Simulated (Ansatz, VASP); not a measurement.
# BAs in two plane-wave programs, part 2 of 2

One calculation is typed for both programs; each brings its own data sets. How far apart do they land? The cell is taken from a series of runs on this material, whose earlier steps may have relaxed, scaled, displaced or heated it; both programs get it as it stands.

VASP 6.6.1 and Ansatz 0.2.0.

So far: Set-up; VASP: G0W0 gap, LDA.

## 3. Ansatz: G0W0 gap, LDA

Level of this step: Ansatz beside VASP: Kohn-Sham DFT, plane waves, LDA (Ansatz).

Ansatz runs on its default PAW (the set named soft_2) files.

The same cell, functional (in two slightly different forms) and mesh now go to Ansatz, which takes its cutoff from its data sets.

Contents of input.yaml:

```yaml
crystal:
  lattice:
    - [-1.6973691728, -2.4004424983, 1.6868551855]
    - [1.6973691728, -2.4004424983, 1.6868551855]
    - [0.0, 3.5e-09, 3.3737103661]
  atoms:
    - { symbol: B, position: [0.000249072, 0.000249072, -0.000249072] }
    - { symbol: As, position: [0.749750928, 0.749750928, 0.750249072] }
kpoints:
  mp_grid: { grid: [6, 6, 6] }
hamiltonian:
  xc: lda
scf:
  occupations: { method: fixed }
gw:
  n_empty_bands: 114
  ecut_chi: 150.0
  qp_bands: [v3, c3]
  screening: { model: contour_deformation }
```

The run is started by

```bash
ansatz run input.yaml --threads 8 --pin off --max-ram 18432MiB --backend cpu --events-out ev --progress --plain --runs-dir out
```

Numbers of over 12 decimals in the logs are rounded to 6 here.

The log of the run:

```text
Engine: ansatz 0.2.0, aarch64-unknown-linux-gnu
Pseudopotentials: kind: paw
Pseudopotential: B, paw, valence charge 3, recommended cutoff 420 eV (normal), B.paw.azcp
Pseudopotential: As, paw, valence charge 15, recommended cutoff 420 eV (normal), As.paw.azcp
Functional definition: SPW92
  exchange = slater_x
  correlation = pw_c
Crystal: 2 atoms, lattice volume = 27.492 Å³
Basis set: ecut = 420 eV, 533 PW (Γ)
Bands: 13, of which v1, the nominal top of the filled ones, is band 9 counted from 1 (8 counted from 0)
Symmetry: 4 space group operations
Space group: Imm2 (ITA 44), of the structure as read, at distance tolerance 3.0e-5 Å
k-points: 46 of 216 (time reversal used)
Non-local potential: B, projectors of the file, l = 0: 2, l = 1: 2, l = 2: 1
Non-local potential: As, projectors of the file, l = 0: 2, l = 1: 2, l = 2: 3, l = 3: 1
PAW form: soft (Blöchl's): semilocal exchange-correlation on the pseudo side does not see the compensation charge
PAW frozen core: B, regenerated for the run's functional, and the local potential with it (the file was generated under x = pbe(κ = 0.804, μ = 0.219515), c = pbe(β = 0.066725))
PAW frozen core: As, regenerated for the run's functional, and the local potential with it (the file was generated under x = pbe(κ = 0.804, μ = 0.219515), c = pbe(β = 0.066725))
PAW one-centre angular grid: B, 110 points (default); XC on 64 Gauss nodes
PAW one-centre angular grid: As, 590 points (default); XC on 64 Gauss nodes
Initial density: superposition of atomic densities (neutral atoms: chi_scale 0, normalization atom), corrected by the library's trained network
Initial wavefunctions: pseudopotential atomic-orbital guess
Functional: x = slater, c = lda
SCF iter   1: F=—  HF=-4923.497717 eV  |F-HF|=—  |Δ(HF+E_count)|=         —  Δρ=6.99e-3  dr2=1.36e-2  ethr=1.77e-3  ⟨swp⟩=4.5  Hψ=2999  notcnv=0  defer=62
preconditioner: auto → none  [insulator: Δε(μ)=1.187 eV  Ē_g=12.283 eV  n_scr=8 (ndim 8)  ℏωp=20.0 eV  f_vac=0.001  ε∞_Penn≈3.7]
SCF iter   2: F=—  HF=-4923.493381 eV  |F-HF|=—  |Δ(HF+E_count)|=   4.34e-3  Δρ=2.14e-3  dr2=7.70e-4  ethr=7.56e-5  ⟨swp⟩=2.0  Hψ=1092  notcnv=0  defer=90
SCF iter   3: F=—  HF=-4923.493033 eV  |F-HF|=—  |Δ(HF+E_count)|=   3.48e-4  Δρ=1.04e-3  dr2=1.27e-4  ethr=4.28e-6  ⟨swp⟩=2.0  Hψ=1105  notcnv=0  defer=91
SCF iter   4: F=—  HF=-4923.493007 eV  |F-HF|=—  |Δ(HF+E_count)|=   2.66e-5  Δρ=3.57e-4  dr2=1.36e-5  ethr=7.03e-7  ⟨swp⟩=1.0  Hψ=598  notcnv=0  defer=30
SCF iter   5: F=—  HF=-4923.493003 eV  |F-HF|=—  |Δ(HF+E_count)|=   3.29e-6  Δρ=5.63e-5  dr2=3.58e-7  ethr=7.54e-8  ⟨swp⟩=2.0  Hψ=1008  notcnv=0
SCF iter   6: F=-4923.493003 eV  HF=-4923.493003 eV  |F-HF|=5.00e-10  |Δ(HF+E_count)|=   3.38e-9  Δρ=5.15e-6  dr2=2.57e-9  ethr=5.56e-10  ⟨swp⟩=3.6  Hψ=1946  notcnv=0
SCF 1 converged in 6 iterations: F = -4923.493003 eV  dr2 = 2.57e-9
  greatest PAW one-centre occupation: 0.999 electrons in one spin orbital (limit 2), on the As atom at site 1 (counted from 0), in its partial waves of l = 2
NSCF: frozen V_eff on 46 k-points
G₀W₀ screening: q 1/46
[... further progress lines ...]
NSCF: frozen V_eff on 1 k-points
NSCF: frozen V_eff on 1 k-points
[...]
SCF converged after 6 iterations
Free energy (F): -4923.493003 eV
Harris-Foulkes:  -4923.493003 eV  (|F-HF|=5.00e-10)
Internal energy: -4923.493003 eV  (E = F + TS)
E sigma→0 (E₀):  -4923.493003 eV
Fermi energy:    10.741039 eV
--- Per-component energies (eV) ---
  E_band       = -218.211725
  E_kinetic    = 152.330414
  E_local      = -1710.868425  (includes V_loc(G=0)·N_el)
  E_nonlocal   = -652.047127
  E_hartree    = 944.459525
  E_xc         = -110.921849
  E_vxc        = -117.716938  (∫ρ·V_xc dr)
  E_paw        = -1827.821678  (= ΣΔE_a)
  E_vpaw       = 221.171127  (= ΣTr[D̂ρ^β])
  E_aug_tail   = 0.000007  (compensation charges beyond the density's cutoff)
  E_ewald      = -1720.744935
  E_core_change = 2.121064  (= ΣΔE_core)
  E_smearing   = -0.000000  (= −TS)
  E_closure    = 0.000000  (closes the sum)
  Σ components = -4923.493003   (vs F -4923.493003, Δ=0.00e0)
--- Band table (eV; the first three rows and the last of 46) ---
  k-point 0: bands = [... 5 lower, -4.6067, 10.6876, 10.6957, 10.7410, 13.8925, 13.9562, 13.9899, 15.2485]
  k-point 1: bands = [... 5 lower, -4.1569, 7.8007, 10.0201, 10.0213, 13.8992, 14.7829, 14.8462, 17.2448]
  k-point 2: bands = [... 5 lower, -2.9018, 4.0496, 9.1830, 9.1992, 13.4567, 15.4715, 15.4958, 19.2198]
  k-point 45: bands = [... 5 lower, -0.5518, 2.3244, 6.6466, 6.7400, 12.0434, 12.2019, 21.8598, 21.8887]
[...]
28     9      7.5161   -16.3827     1.8917   -14.0103  0.7732     7.0327     7.0354  root
    28    10     14.4509    -8.0990    -4.8374   -13.4070  0.7857    14.9239    14.9215  root
    28    11     15.8444    -7.1539    -5.3157   -12.9144  0.7780    16.2915    16.2892  root
    28    12     16.5059    -8.3518    -5.3587   -14.1734  0.7706    16.9714    16.9689  root
    29     7      2.5939   -18.3737     4.3529   -13.4514  0.7144     2.0226     2.0245  root
    29     8      7.0793   -16.8905     2.0974   -14.2926  0.7662     6.5760     6.5789  root
    29     9      8.2018   -16.6604     1.7396   -14.4570  0.7782     7.7358     7.7380  root
    29    10     13.7627    -8.2588    -4.6165   -13.2990  0.7943    14.1880    14.1863  root
    29    11     16.1556    -8.4248    -5.4422   -14.3785  0.7677    16.6702    16.6671  root
    29    12     17.0574    -7.8690    -5.5639   -13.9607  0.7664    17.5886    17.5853  root
    30     7      4.0433   -19.0173     3.7327   -14.7088  0.7255     3.4636     3.4674  root
    30     8      5.8846   -16.5445     2.5623   -13.4540  0.7534     5.3526     5.3564  root
    30     9      7.5252   -16.4010     1.8878   -14.0324  0.7733     7.0418     7.0444  root
    30    10     14.4033    -8.1094    -4.8243   -13.4031  0.7860    14.8752    14.8728  root
    30    11     15.8027    -7.1683    -5.3124   -12.9254  0.7781    16.2496    16.2474  root
    30    12     16.4628    -8.3085    -5.3408   -14.1094  0.7712    16.9254    16.9228  root
    31     7      2.6795   -19.3950     4.6439   -14.0814  0.7113     2.0050     2.0098  root
    31     8      5.5938   -16.4584     2.6495   -13.2766  0.7507     5.0574     5.0614  root
    31     9      5.7855   -16.3193     2.5758   -13.2234  0.7528     5.2617     5.2655  root
    31    10     14.4524    -7.6010    -4.7911   -12.7367  0.7875    14.7983    14.7970  root
    31    11     14.5820    -7.7888    -4.9465   -13.2258  0.7886    15.0752    15.0724  root
    31    12     19.2615    -7.5827    -6.4734   -14.5511  0.7446    19.7576    19.7565  root
    32     7      2.7942   -18.8562     4.4135   -13.8226  0.7147     2.1706     2.1741  root
    32     8      5.3516   -16.8704     2.8343   -13.4970  0.7464     4.8089     4.8125  root
[...]
44    11     17.7841    -6.8011    -6.4007   -13.7885  0.7403    18.3721    18.3708  root
    44    12     18.7490    -7.6360    -6.4322   -14.6441  0.7446    19.3277    19.3249  root
    45     7      2.3244   -19.2163     4.7482   -13.8181  0.7087     1.6693     1.6744  root
    45     8      6.6466   -16.7987     2.3341   -13.9410  0.7632     6.1191     6.1230  root
    45     9      6.7400   -16.8211     2.3207   -13.9777  0.7638     6.2134     6.2172  root
    45    10     12.0434    -7.6723    -4.2159   -12.2338  0.8062    12.3899    12.3890  root
    45    11     12.2019    -7.8661    -4.1747   -12.2940  0.8036    12.4556    12.4551  root
    45    12     21.8598    -7.4335    -7.6674   -15.7263  0.7235    22.4909    22.4852  root
```

Reading the cycles: dr2 is the Hartree energy of the density residual (eV), the measure of convergence; HF is the Harris–Foulkes estimate of the energy, which meets the free energy F at convergence.

## 4. Comparison

Known differences besides the potentials themselves: the two LDA forms differ slightly; fixed occupations in Ansatz, narrow Gaussian smearing in VASP; the data sets hold 18 valence electrons in Ansatz (on its default PAW (the set named soft_2) files) and 8 in VASP; the cutoff is 420 eV in Ansatz and 340 eV in VASP; VASP's log shows a relativistic correction to its local exchange, Ansatz's none; Ansatz integrates over frequency by contour deformation, VASP on a grid of NOMEGA points. Total energies have different zeros and are not compared.

Both answers:

```csv
quantity,Ansatz,VASP,difference
G0W0 gap on the mesh (eV),1.85,1.81,+0.03
Kohn-Sham gap under it (eV),1.19,1.18,+0.01
```

## 5. Results

```json
{"difference in G0W0 gap on the mesh (G0W0 gap, LDA)": "0.035 eV"}
```

In words: The difference in G0W0 gap on the mesh is 0.035 eV (G0W0 gap, LDA). The data sets hold unlike numbers of valence electrons (18 in Ansatz and 8 in VASP), so part of the differences comes from the potentials. How closely two codes agree says nothing of how well the functional describes the real material.

[Lines on the potential files, build, host, timing and source positions are cut from VASP's logs without a mark.]

[Logs are printed without paths, hosts, clocks, repeated set-up lines and the standing remarks that a program may print on its own settings, such as how far it seeks lower states.]

[Hosts, paths, dates, database ids (printed as entryN), source tags and the programs' standing remarks are cut or masked in the printed files.]
